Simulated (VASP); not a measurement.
These are PBEsol GGA, VASP's PBE PAW potentials (set 64) (plane waves; VASP) values and carry that method's errors.

VASP input:

File POSCAR:
```
LaO
1
    0.0000000000     3.1523320000     3.1523320000
    3.1523320000     0.0000000000     3.1523320000
    3.1523320000     3.1523320000     0.0000000000
La O
1 1
Direct
  0.0000000000   0.0000000000   0.0000000000
  0.2500000000   0.2500000000   0.2500000000
```

File KPOINTS:
```
Regular mesh
0
Gamma
9 9 9
0 0 0
```

**INCAR**
```
# general
SYSTEM  = LaO
PREC    = Accurate
ENCUT   = 520   # plane-wave cut-off (eV)
LREAL   = .False.   # projection in real space or not
LASPH   = .True.

# electronic loop
EDIFF   = 1E-6
NELM    = 100   # most electronic steps
ALGO    = Normal
LMAXMIX = 6

# smearing
ISMEAR  = 1
SIGMA   = 0.1   # width (eV)

# functional
GGA     = PS

# ions
IBRION  = 2   # conjugate gradients
NSW     = 60
ISIF    = 3   # ions, shape and volume
EDIFFG  = -0.01

# output
LWAVE   = .False.
LCHARG  = .False.
```

POTCAR, in this order: La O (PBE.64 set). Program: vasp_std.

Output

### OUTCAR
```
 ion  position               nearest neighbor table
   1  0.000  0.000  0.000-   2 2.73   2 2.73   2 2.73   2 2.73
   2  0.250  0.250  0.250-   1 2.73   1 2.73   1 2.73   1 2.73
  LATTYP: Found a face centered cubic cell.
 ALAT       =     6.3046640000
 Subroutine PRICEL returns:
 Original cell was already a primitive cell.
 Subroutine GETGRP returns: Found 24 space group operations
The static configuration has the point symmetry T_d .
The dynamic configuration has the point symmetry T_d .
 Subroutine INISYM returns: Found 24 space group operations
 Subroutine IBZKPT returns following result:
 Found     35 irreducible k-points:

 Following reciprocal coordinates:
            Coordinates               Weight
  0.000000  0.000000  0.000000      1.000000
  0.111111  0.000000  0.000000      8.000000
  0.222222  0.000000  0.000000      8.000000
  0.333333  0.000000  0.000000      8.000000
  0.444444  0.000000  0.000000      8.000000
  0.111111  0.111111  0.000000      6.000000
  0.222222  0.111111  0.000000     24.000000
  0.333333  0.111111  0.000000     24.000000
  0.444444  0.111111  0.000000     24.000000
 -0.444444  0.111111  0.000000     24.000000
 -0.333333  0.111111  0.000000     24.000000
 -0.222222  0.111111  0.000000     24.000000
 -0.111111  0.111111  0.000000     12.000000
  0.222222  0.222222  0.000000      6.000000
  0.333333  0.222222  0.000000     24.000000
  0.444444  0.222222  0.000000     24.000000
 -0.444444  0.222222  0.000000     24.000000
 -0.333333  0.222222  0.000000     24.000000
 -0.222222  0.222222  0.000000     12.000000
  0.333333  0.333333  0.000000      6.000000
  0.444444  0.333333  0.000000     24.000000
 -0.444444  0.333333  0.000000     24.000000
 -0.333333  0.333333  0.000000     12.000000
  0.444444  0.444444  0.000000      6.000000
 -0.444444  0.444444  0.000000     12.000000
  0.333333  0.222222  0.111111     24.000000
  0.444444  0.222222  0.111111     48.000000
 -0.444444  0.222222  0.111111     48.000000
  0.444444  0.333333  0.111111     24.000000
 -0.444444  0.333333  0.111111     48.000000
 -0.333333  0.333333  0.111111     48.000000
 -0.222222  0.333333  0.111111     24.000000
 -0.444444  0.444444  0.111111     24.000000
 -0.333333  0.444444  0.111111     24.000000
 -0.333333  0.444444  0.222222     24.000000
   k-points           NKPTS =     35   k-points in BZ     NKDIM =     35   number of bands    NBANDS=     12
   number of dos      NEDOS =    301   number of ions     NIONS =      2
   total plane-waves  NPLWV =  46656
   dimension x,y,z NGX =    36 NGY =   36 NGZ =   36
   dimension x,y,z NGXF=    72 NGYF=   72 NGZF=   72
   ions per type =               1   1
   PREC   = accura    normal or accurate (medium, high low for compatibility)
   ISTART =      0    job   : 0-new  1-cont  2-samecut
   ICHARG =      2    charge: 1-file 2-atom 10-const
   ISPIN  =      1    spin polarized calculation?
   LNONCOLLINEAR =      F non collinear calculations
   LSORBIT =      F    spin-orbit coupling
   INIWAV =      1    electr: 0-lowe 1-rand  2-diag
   ENCUT  =  520.0 eV  38.22 Ry    6.18 a.u.   8.29  8.29  8.29*2*pi/ulx,y,z
   NELM   =    100;   NELMIN=  2; NELMDL= -5     # of ELM steps
   EDIFF  = 0.1E-05   stopping-criterion for ELM
   LREAL  =      F    real-space projection
   NLSPLINE    = F    spline interpolate recip. space projectors
   LMAXMIX     =    6 max onsite mixed and CHGCAR
   VOSKOWN=      0    Vosko Wilk Nusair interpolation
   EDIFFG = -.1E-01   stopping-criterion for IOM
   NSW    =     60    number of steps for IOM
   NBLOCK =      1;   KBLOCK =     60    inner block; outer block
   IBRION =      2    ionic relax: 0-MD 1-quasi-New 2-CG
...
```

**OSZICAR**
```
...
DAV:   9    -0.155880239382E+02   -0.18114E-03   -0.61259E-04  1184   0.268E-01    0.539E-02
DAV:  10    -0.155882289498E+02   -0.20501E-03   -0.68273E-04  1288   0.293E-01    0.302E-02
DAV:  11    -0.155883048997E+02   -0.75950E-04   -0.56852E-04  1164   0.229E-01    0.121E-02
DAV:  12    -0.155883089325E+02   -0.40328E-05   -0.43532E-05  1612   0.814E-02    0.980E-03
DAV:  13    -0.155883153589E+02   -0.64265E-05   -0.66718E-05  1136   0.846E-02    0.390E-03
DAV:  14    -0.155883155101E+02   -0.15118E-06   -0.64764E-06  1248   0.275E-02
   2 F= -.15588316E+02 E0= -.15587290E+02  d E =-.108843E+01
       N       E                     dE             d eps       ncg     rms          rms(c)
DAV:   1    -0.172300320787E+02   -0.16417E+01   -0.34536E+01  1276   0.633E+01    0.827E+00
DAV:   2    -0.157463652378E+02    0.14837E+01   -0.11400E+01  1380   0.435E+01    0.147E+00
DAV:   3    -0.157520862351E+02   -0.57210E-02   -0.67448E-01  1432   0.947E+00    0.650E-01
DAV:   4    -0.157393382138E+02    0.12748E-01   -0.43481E-02  1400   0.174E+00    0.412E-01
DAV:   5    -0.157306879709E+02    0.86502E-02   -0.16843E-02  1508   0.135E+00    0.171E-01
DAV:   6    -0.157314616048E+02   -0.77363E-03   -0.30677E-03  1504   0.520E-01    0.831E-02
DAV:   7    -0.157315587675E+02   -0.97163E-04   -0.14058E-03  1176   0.422E-01    0.415E-02
DAV:   8    -0.157316032815E+02   -0.44514E-04   -0.45709E-04  1616   0.198E-01    0.242E-02
DAV:   9    -0.157316265165E+02   -0.23235E-04   -0.49954E-04  1124   0.251E-01    0.186E-02
DAV:  10    -0.157316347640E+02   -0.82475E-05   -0.44915E-05  1244   0.981E-02    0.803E-03
DAV:  11    -0.157316337237E+02    0.10404E-05   -0.20941E-05  1544   0.543E-02    0.297E-03
DAV:  12    -0.157316337555E+02   -0.31795E-07   -0.10808E-06   740   0.128E-02
   3 F= -.15731634E+02 E0= -.15730283E+02  d E =-.123174E+01
       N       E                     dE             d eps       ncg     rms          rms(c)
DAV:   1    -0.157387644026E+02   -0.71307E-02   -0.18307E-01  1344   0.489E+00    0.568E-01
DAV:   2    -0.157320218073E+02    0.67426E-02   -0.29680E-02  1344   0.165E+00    0.141E-01
DAV:   3    -0.157313225124E+02    0.69929E-03   -0.39008E-03  1464   0.793E-01    0.647E-02
DAV:   4    -0.157312451119E+02    0.77401E-04   -0.56724E-04  1640   0.207E-01    0.261E-02
DAV:   5    -0.157312448120E+02    0.29987E-06   -0.31902E-05  1424   0.546E-02    0.194E-02
DAV:   6    -0.157312550515E+02   -0.10240E-04   -0.67645E-05  1524   0.715E-02    0.195E-02
DAV:   7    -0.157312533452E+02    0.17063E-05   -0.32576E-05  1520   0.587E-02    0.822E-03
DAV:   8    -0.157312534457E+02   -0.10049E-06   -0.11861E-05  1124   0.392E-02    0.243E-03
DAV:   9    -0.157312535225E+02   -0.76815E-07   -0.17523E-06   612   0.178E-02
   4 F= -.15731254E+02 E0= -.15729947E+02  d E =-.123136E+01
       N       E                     dE             d eps       ncg     rms          rms(c)
DAV:   1    -0.157312892693E+02   -0.35824E-04   -0.15253E-04  1344   0.144E-01    0.165E-02
DAV:   2    -0.157312837493E+02    0.55200E-05   -0.26606E-05  1348   0.479E-02    0.448E-03
DAV:   3    -0.157312829665E+02    0.78273E-06   -0.24154E-06   856   0.239E-02
   5 F= -.15731283E+02 E0= -.15729975E+02  d E =-.294440E-04
       N       E                     dE             d eps       ncg     rms          rms(c)
DAV:   1    -0.157314193362E+02   -0.13559E-03   -0.13567E-03  1296   0.456E-01    0.489E-02
DAV:   2    -0.157313711604E+02    0.48176E-04   -0.22539E-04  1344   0.152E-01    0.125E-02
DAV:   3    -0.157313656596E+02    0.55009E-05   -0.28885E-05  1472   0.690E-02    0.566E-03
DAV:   4    -0.157313651478E+02    0.51173E-06   -0.37926E-06   984   0.199E-02
   6 F= -.15731365E+02 E0= -.15730052E+02  d E =-.111625E-03
       N       E                     dE             d eps       ncg     rms          rms(c)
DAV:   1    -0.157313661801E+02   -0.52056E-06   -0.88170E-07   772   0.193E-02    0.103E-03
DAV:   2    -0.157313662922E+02   -0.11212E-06   -0.26758E-07   420   0.115E-02
   7 F= -.15731366E+02 E0= -.15730054E+02  d E =-.114441E-05
       N       E                     dE             d eps       ncg     rms          rms(c)
DAV:   1    -0.157313687782E+02   -0.25981E-05   -0.80338E-07   492   0.176E-02    0.881E-04
DAV:   2    -0.157313688004E+02   -0.22203E-07   -0.16925E-07   420   0.121E-02
   8 F= -.15731369E+02 E0= -.15730056E+02  d E =-.365258E-05
       N       E                     dE             d eps       ncg     rms          rms(c)
DAV:   1    -0.157313737435E+02   -0.49653E-05   -0.48819E-06  1084   0.279E-02    0.300E-03
DAV:   2    -0.157313735509E+02    0.19258E-06   -0.51621E-07   432   0.887E-03
   9 F= -.15731374E+02 E0= -.15730061E+02  d E =-.840307E-05
       N       E                     dE             d eps       ncg     rms          rms(c)
DAV:   1    -0.157313848521E+02   -0.11109E-04   -0.83911E-05  1164   0.110E-01    0.552E-03
DAV:   2    -0.157313841127E+02    0.73935E-06   -0.18334E-06   724   0.167E-02
  10 F= -.15731384E+02 E0= -.15730071E+02  d E =-.189649E-04
       N       E                     dE             d eps       ncg     rms          rms(c)
DAV:   1    -0.157314049381E+02   -0.20086E-04   -0.64737E-05  1092   0.101E-01    0.104E-02
DAV:   2    -0.157314024091E+02    0.25291E-05   -0.84509E-06  1308   0.378E-02    0.301E-03
DAV:   3    -0.157314021173E+02    0.29175E-06   -0.11639E-06   824   0.155E-02
  11 F= -.15731402E+02 E0= -.15730088E+02  d E =-.369695E-04
       N       E                     dE             d eps       ncg     rms          rms(c)
DAV:   1    -0.157314496182E+02   -0.47209E-04   -0.32198E-04  1320   0.217E-01    0.236E-02
DAV:   2    -0.157314380834E+02    0.11535E-04   -0.50706E-05  1344   0.693E-02    0.607E-03
DAV:   3    -0.157314367888E+02    0.12946E-05   -0.66254E-06  1336   0.331E-02    0.272E-03
DAV:   4    -0.157314367507E+02    0.38047E-07   -0.69872E-07   444   0.990E-03
  12 F= -.15731437E+02 E0= -.15730120E+02  d E =-.716029E-04
       N       E                     dE             d eps       ncg     rms          rms(c)
DAV:   1    -0.157315483447E+02   -0.11156E-03   -0.12760E-03  1296   0.437E-01    0.459E-02
DAV:   2    -0.157315040146E+02    0.44330E-04   -0.18845E-04  1344   0.140E-01    0.118E-02
DAV:   3    -0.157314990077E+02    0.50069E-05   -0.25308E-05  1472   0.655E-02    0.531E-03
DAV:   4    -0.157314986870E+02    0.32070E-06   -0.33748E-06  1032   0.177E-02
  13 F= -.15731499E+02 E0= -.15730178E+02  d E =-.133539E-03
       N       E                     dE             d eps       ncg     rms          rms(c)
DAV:   1    -0.157317968923E+02   -0.29788E-03   -0.50787E-03  1304   0.850E-01    0.929E-02
DAV:   2    -0.157316161904E+02    0.18070E-03   -0.76447E-04  1344   0.280E-01    0.239E-02
DAV:   3    -0.157315956180E+02    0.20572E-04   -0.10279E-04  1432   0.132E-01    0.107E-02
DAV:   4    -0.157315941993E+02    0.14188E-05   -0.17319E-05  1632   0.362E-02    0.486E-03
DAV:   5    -0.157315943899E+02   -0.19069E-06   -0.44942E-07   564   0.770E-03
  14 F= -.15731594E+02 E0= -.15730266E+02  d E =-.229242E-03
       N       E                     dE             d eps       ncg     rms          rms(c)
DAV:   1    -0.157324903477E+02   -0.89615E-03   -0.20275E-02  1344   0.165E+00    0.189E-01
DAV:   2    -0.157317584349E+02    0.73191E-03   -0.32450E-03  1344   0.539E-01    0.492E-02
DAV:   3    -0.157316720266E+02    0.86408E-04   -0.45028E-04  1448   0.267E-01    0.223E-02
DAV:   4    -0.157316642786E+02    0.77480E-05   -0.76451E-05  1648   0.787E-02    0.971E-03
DAV:   5    -0.157316646695E+02   -0.39099E-06   -0.25386E-06  1012   0.155E-02
  15 F= -.15731665E+02 E0= -.15730320E+02  d E =-.299522E-03
```

OUTCAR:
```
------------------------ aborting loop because EDIFF is reached ----------------------------------------
  FORCE on cell =-STRESS in cart. coord.  units (eV):
  Direction    XX          YY          ZZ          XY          YZ          ZX
  --------------------------------------------------------------------------------------
  Total        0.0016053      0.0016053      0.0016053      0.0000000     -0.0000000      0.0000000
  in kB        0.0588691      0.0588691      0.0588691      0.0000000     -0.0000000      0.0000000
  external PRESSURE =       0.0588691 kB  Pullay stress =       0.0000000 kB
  volume of cell :       43.69
      direct lattice vectors                 reciprocal lattice vectors
    -0.000000000  2.795444183  2.795444183    -0.178862452  0.178862452  0.178862452
     2.795444183  0.000000000  2.795444183     0.178862452 -0.178862452  0.178862452
     2.795444183  2.795444183 -0.000000000     0.178862452  0.178862452 -0.178862452
 POSITION                                       TOTAL-FORCE (eV/Angst)
 -----------------------------------------------------------------------------------
      0.00000      0.00000      0.00000         0.000000      0.000000      0.000000
      1.39772      1.39772      1.39772        -0.000000     -0.000000     -0.000000
 -----------------------------------------------------------------------------------
    total drift:                               -0.000000     -0.000000      0.000000
  FREE ENERGIE OF THE ION-ELECTRON SYSTEM (eV)
  ---------------------------------------------------
  free  energy   TOTEN  =       -15.7316646695 eV

  energy  without entropy=      -15.7276308479  energy(sigma->0) =      -15.73032006

 reached required accuracy - stopping structural energy minimisation
```
(Selected blocks of OUTCAR.)

**CONTCAR**
```
LaO
   1.00000000000000
    -0.0000000000000000    2.7954441830165773    2.7954441830165773
     2.7954441830165773    0.0000000000000000    2.7954441830165773
     2.7954441830165773    2.7954441830165773   -0.0000000000000000
  La              O
     1     1
Direct
     0.0000000000000000    0.0000000000000000    0.0000000000000000
     0.2500000000000000    0.2500000000000000    0.2500000000000000
```

Energy and stress use the plane-wave basis of the starting cell.

The structure was generated: LaO was put into the zinc blende type (F-43m), which need not be its known phase. This run relaxes it. Symmetry was kept, so distortions that lower it aren't found. The electron count is odd and the run is not spin-polarised, which forces a metal.
